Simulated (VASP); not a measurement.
Level of theory: r2SCAN+rVV10, VASP's PBE PAW potentials (set 64) (plane waves; VASP).

A VASP calculation is set up with these files.

File KPOINTS:
```
K-points
0
Gamma
 8 8 8
```

INCAR:
```
SYSTEM = Al3Sc
ISMEAR = 1
LWAVE = F
LMIXTAU = T
PREC = Accurate
METAGGA = R2SCAN
LASPH = T
ALGO = Normal   # blocked Davidson
EDIFF = 1E-7
ISIF = 2   # forces and stress, cell fixed
LUSE_VDW = T
CPARAM = 0.0093
ENCUT = 520   # plane-wave cut-off (eV)
BPARAM = 11.95
LCHARG = F
LREAL = F   # projection in real space or not
NELM = 100
SIGMA = 0.1
LMAXMIX = 4   # l cut-off of mixed one-centre charges
```

POSCAR:
```
Al3Sc
1
    4.1195891313     0.0000000000     0.0000000000
    0.0000000000     4.1195891313     0.0000000000
    0.0000000000     0.0000000000     4.1195891313
Sc Al
1 3
Direct
  0.0000000000   0.0000000000   0.0000000000
  0.0000000000   0.5000000000   0.5000000000
  0.5000000000   0.0000000000   0.5000000000
  0.5000000000   0.5000000000   0.0000000000
```

POTCAR, in this order: Sc_sv Al (PBE.64 set). Program: vasp_std.

Q: What does the run give for the energy per atom (σ→0), pressure, band gap (on the k-mesh)?

A: 
```yaml
energy per atom (σ→0): -8.260 eV/atom
band gap (on the k-mesh): none (metal, semimetal or under 0.01 eV)
pressure: -2.64 GPa
```

OSZICAR:
```
...
DAV:  12    -0.330386633631E+02   -0.17936E-02   -0.45223E-03  1406   0.874E-01    0.290E-02
DAV:  13    -0.330388956123E+02   -0.23225E-03   -0.54238E-04  1222   0.279E-01    0.223E-02
DAV:  14    -0.330388788326E+02    0.16780E-04   -0.13622E-04  1474   0.160E-01    0.100E-02
DAV:  15    -0.330389104766E+02   -0.31644E-04   -0.26326E-05  1390   0.756E-02    0.608E-03
DAV:  16    -0.330389039777E+02    0.64989E-05   -0.12368E-05  1286   0.476E-02    0.598E-03
DAV:  17    -0.330389159952E+02   -0.12018E-04   -0.13223E-05  1196   0.494E-02    0.115E-03
DAV:  18    -0.330389160470E+02   -0.51867E-07   -0.24409E-07  1168   0.574E-03
   1 F= -.33038916E+02 E0= -.33038453E+02  d E =-.139002E-02
```

The compound is Al3Sc in the L1_2 structure. This cell is one point of a volume scan, at 1.03 of the reference volume.
